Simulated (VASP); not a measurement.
These are RPBE GGA, VASP's PBE PAW potentials (set 64) (plane waves; VASP) values and carry that method's errors.

The input files of a VASP run:

KPOINTS:
```
Automatic mesh
0
Gamma
5 5 5
0 0 0
```

**POSCAR**
```
BaTiO3
1.0
  4.0695349527   0.0000000000   0.0000000000
  0.0000000000   4.0695349527   0.0000000000
  0.0000000000   0.0000000000   4.0695349527
Ba Ti O
1 1 3
direct
  0.0000000000   0.0000000000   0.0000000000
  0.5000000000   0.5000000000   0.5000000000
  0.5000000000   0.0000000000   0.5000000000
  0.0000000000   0.5000000000   0.5000000000
  0.5000000000   0.5000000000   0.0000000000
```

### INCAR
```
# general
SYSTEM  = BaTiO3
PREC    = Accurate
ENCUT   = 520
LREAL   = .FALSE.
LASPH   = .TRUE.

# electronic loop
EDIFF   = 1E-6
NELM    = 100
ALGO    = Normal
LMAXMIX = 4

# smearing
ISMEAR  = 0
SIGMA   = 0.05

# functional
GGA     = RP

# ions
IBRION  = 2
NSW     = 60
ISIF    = 3
EDIFFG  = -0.02

# output
LWAVE   = .FALSE.
LCHARG  = .FALSE.
```

POTCAR, in this order: Ba_sv Ti_sv O (PBE.64 set). Program: vasp_std.

Output

**OUTCAR**
```
 ion  position               nearest neighbor table
   1  0.000  0.000  0.000-   3 2.88   4 2.88   5 2.88   3 2.88   4 2.88   4 2.88   5 2.88   4 2.88
                             3 2.88   5 2.88   3 2.88   5 2.88   2 3.52   2 3.52   2 3.52   2 3.52
   2  0.500  0.500  0.500-   3 2.03   4 2.03   5 2.03   5 2.03   3 2.03   4 2.03   1 3.52   1 3.52
                             1 3.52   1 3.52   1 3.52   1 3.52   1 3.52   1 3.52
   3  0.500  0.000  0.500-   2 2.03   2 2.03   1 2.88   1 2.88   1 2.88   1 2.88
   4  0.000  0.500  0.500-   2 2.03   2 2.03   1 2.88   1 2.88   1 2.88   1 2.88
   5  0.500  0.500  0.000-   2 2.03   2 2.03   1 2.88   1 2.88   1 2.88   1 2.88
  LATTYP: Found a simple cubic cell.
 ALAT       =     4.0695349527
 Subroutine PRICEL returns:
 Original cell was already a primitive cell.
 Subroutine GETGRP returns: Found 48 space group operations
The static configuration has the point symmetry O_h .
The dynamic configuration has the point symmetry O_h .
 Subroutine INISYM returns: Found 48 space group operations
 Subroutine IBZKPT returns following result:
 Found     10 irreducible k-points:

 Following reciprocal coordinates:
            Coordinates               Weight
  0.000000  0.000000  0.000000      1.000000
  0.200000  0.000000  0.000000      6.000000
  0.400000  0.000000  0.000000      6.000000
  0.200000  0.200000  0.000000     12.000000
...
```

OSZICAR:
```
       N       E                     dE             d eps       ncg     rms          rms(c)
DAV:   1     0.451084195255E+03    0.45108E+03   -0.21558E+04   480   0.178E+03
DAV:   2    -0.630338706970E+01   -0.45739E+03   -0.45116E+03   600   0.481E+02
DAV:   3    -0.472372211668E+02   -0.40934E+02   -0.40890E+02   704   0.143E+02
DAV:   4    -0.490552045553E+02   -0.18180E+01   -0.18171E+01   680   0.267E+01
DAV:   5    -0.491328510283E+02   -0.77646E-01   -0.77643E-01   680   0.373E+00    0.223E+01
DAV:   6    -0.381361559405E+02    0.10997E+02   -0.78003E+01   752   0.741E+01    0.101E+01
DAV:   7    -0.381096289299E+02    0.26527E-01   -0.13247E+01   640   0.260E+01    0.599E+00
DAV:   8    -0.378972911246E+02    0.21234E+00   -0.99230E-01   640   0.922E+00    0.286E+00
DAV:   9    -0.379477261650E+02   -0.50435E-01   -0.38404E-01   656   0.513E+00    0.154E+00
DAV:  10    -0.379275174560E+02    0.20209E-01   -0.18634E-01   616   0.427E+00    0.419E-01
DAV:  11    -0.379258927079E+02    0.16247E-02   -0.12690E-02   568   0.751E-01    0.107E-01
DAV:  12    -0.379264241720E+02   -0.53146E-03   -0.26617E-03   608   0.427E-01    0.158E-01
DAV:  13    -0.379260561456E+02    0.36803E-03   -0.22088E-03   608   0.439E-01    0.178E-02
DAV:  14    -0.379260611687E+02   -0.50231E-05   -0.48717E-05   576   0.577E-02    0.178E-02
DAV:  15    -0.379260588178E+02    0.23508E-05   -0.36952E-05   624   0.554E-02    0.615E-03
DAV:  16    -0.379260583257E+02    0.49213E-06   -0.42259E-06   528   0.206E-02
   1 F= -.37926058E+02 E0= -.37926058E+02  d E =-.379261E+02
```

OUTCAR:
```
------------------------ aborting loop because EDIFF is reached ----------------------------------------
  FORCE on cell =-STRESS in cart. coord.  units (eV):
  Direction    XX          YY          ZZ          XY          YZ          ZX
  --------------------------------------------------------------------------------------
  Total       -0.0173447     -0.0173447     -0.0173447     -0.0000000     -0.0000000      0.0000000
  in kB       -0.4123292     -0.4123292     -0.4123292     -0.0000000     -0.0000000      0.0000000
  external PRESSURE =      -0.4123292 kB  Pullay stress =       0.0000000 kB
  volume of cell :       67.40
      direct lattice vectors                 reciprocal lattice vectors
     4.069534953  0.000000000  0.000000000     0.245728323  0.000000000  0.000000000
     0.000000000  4.069534953  0.000000000     0.000000000  0.245728323  0.000000000
     0.000000000  0.000000000  4.069534953     0.000000000  0.000000000  0.245728323
 POSITION                                       TOTAL-FORCE (eV/Angst)
 -----------------------------------------------------------------------------------
      0.00000      0.00000      0.00000         0.000000      0.000000      0.000000
      2.03477      2.03477      2.03477         0.000000      0.000000      0.000000
      2.03477      0.00000      2.03477         0.000000      0.000000      0.000000
      0.00000      2.03477      2.03477         0.000000      0.000000      0.000000
      2.03477      2.03477      0.00000         0.000000      0.000000      0.000000
 -----------------------------------------------------------------------------------
    total drift:                                0.000000      0.000000     -0.000000
  FREE ENERGIE OF THE ION-ELECTRON SYSTEM (eV)
  ---------------------------------------------------
  free  energy   TOTEN  =       -37.9260583257 eV

  energy  without entropy=      -37.9260583257  energy(sigma->0) =      -37.92605833

 reached required accuracy - stopping structural energy minimisation
```
(Selected blocks of OUTCAR.)

The compound is BaTiO3 in the cubic perovskite structure, the ideal cubic form; the compound distorts at low or room temperature. It was relaxed first, which changed the volume by +5 %. The start is the result of an earlier pass.
